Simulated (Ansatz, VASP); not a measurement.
Two plane-wave programs on TeW

Contents of INCAR:

```
ALGO     = Normal         # electronic algorithm
EDIFF    = 1E-6           # SCF threshold, eV
EDIFFG   = -0.05          # ionic threshold
ENCUT    = 600            # plane-wave cutoff, eV
GGA      = PE             # functional
IBRION   = 2              # ionic algorithm
ISIF     = 3              # what is computed and relaxed
ISMEAR   = 0              # smearing method
ISPIN    = 2              # spin polarisation
LASPH    = T              # aspherical terms in the spheres
LCHARG   = F              # write CHGCAR
LMAXMIX  = 4              # l up to which the mixer works
LORBIT   = 11             # projections on sites
LREAL    = F              # projectors in reciprocal space
LWAVE    = F              # write WAVECAR
MAGMOM   = 1.51 0         # initial moments
NELM     = 150            # most SCF steps
NSW      = 100            # ionic steps
PREC     = Accurate       # precision mode
SIGMA    = 0.1            # smearing width, eV
```

File KPOINTS:

```
k-points
0
Gamma
  6 6 6
```

The input POSCAR:

```
TeW
1.0
    0.0000000000      2.7406921582      2.7406921582
    2.7406921582      0.0000000000      2.7406921582
    2.7406921582      2.7406921582      0.0000000000
W Te
1 1
Direct
    0.0000000000      0.0000000000      0.0000000000
    0.5000000000      0.5000000000      0.5000000000
```

Input for Ansatz:

```yaml
crystal:
  lattice:
    - [0.0, 2.7406921582, 2.7406921582]
    - [2.7406921582, 0.0, 2.7406921582]
    - [2.7406921582, 2.7406921582, 0.0]
  atoms:
    - { symbol: W, position: [0.0, 0.0, 0.0], spin: 1.51 }
    - { symbol: Te, position: [0.5, 0.5, 0.5] }
basis:
  ecutwfc: 420
kpoints:
  mp_grid: { grid: [6, 6, 6] }
hamiltonian:
  xc: pbe
scf:
  occupations: { method: gaussian, width: 0.1 }
output:
  forces: true
  stress: true
  eigenvalues: true
  populations: true
magnetization:
  spin_polarized: true
relax:
  adjacent_minimum: "off"
  f_tol: 0.05
  max_steps: 80
  cell: { stress_tol: 0.5 }
```

The cell was built by a generator and needn't be a form met in nature.

Alike in both runs: task relaxation of cell and atoms; functional PBE; k mesh 6 × 6 × 6; occupations gaussian, width 0.1 eV; collinear spin.

|  | VASP | Ansatz |
| --- | --- | --- |
| version | VASP 6.6.1 | Ansatz 0.2.0 |
| potentials or method | VASP PAW PBE potentials, release 64 (W_sv, Te) | scalar-relativistic, plane waves, PAW |
| plane-wave cutoff (eV) | 600 | 420 |
| valence electrons in the cell | 20 | 30 |

|  | VASP | Ansatz | Ansatz less VASP |
| --- | --- | --- | --- |
| gap on the k mesh at the Fermi level, each at its own relaxed structure (eV) | none | none | - |
| net moment per atom (μB) | 1.08 | 1.09 | +0.007 |
| size of the moment on the site where the two differ most (μB) | 1.75 | 1.65 | -0.095 |
| relaxed volume (Å³/atom) | 22.64 | 22.65 | +0.014 |
| relaxed cell length with the largest relative difference (Å) | 4.001 | 4.002 | +0.0008 |
| energy change over the relaxation (meV/atom) | -76 | -68 | +7.6 |

Site moments also hang on the region over which each program counts them. A gap of «none» marks a metal or a gap that the smearing closes. The two sets of potentials don't hold the same shells in valence.

 Spin-orbit coupling is left out, which matters for the levels of Te, W.
